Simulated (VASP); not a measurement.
Here is the system:

```xyz
2
Lattice="1.7647 -3.0566 0.0000 1.7647 3.0566 0.0000 0.0000 0.0000 5.4409" Properties=species:S:1:pos:R:3 pbc="T T T"
Tm     1.7647     1.0189     1.3602
Tm     1.7647    -1.0189     4.0807
```

All values below come from optB88-vdW, VASP's PBE PAW potentials (set 64) (plane waves; VASP 6.6.1). Run with 520 eV cut-off, Gaussian smearing of 0.050 eV, potentials Tm_3.

The 4f electrons are frozen in the core of the lanthanide potential, so 4f levels, which can set the real gap, and their magnetism are missing.

Question: Give the energies of bands 7 to 12 at the high-symmetry points, in eV from the Fermi level.

Answer: 
```csv
band,Γ,M,K,A,L,H
7,-5.71,-2.20,-0.89,-3.99,-2.07,-0.64
8,-2.32,-1.43,-0.89,-3.99,-2.07,-0.64
9,1.21,-0.90,-0.84,1.18,0.12,-0.43
10,1.97,-0.17,-0.50,1.18,0.12,-0.43
11,1.97,1.60,1.29,1.86,1.58,0.51
12,2.53,1.72,1.29,1.86,1.58,0.51
```

It has no gap at this level: it comes out as a metal or semimetal.

The compound is Tm in the hcp structure. It was relaxed first.
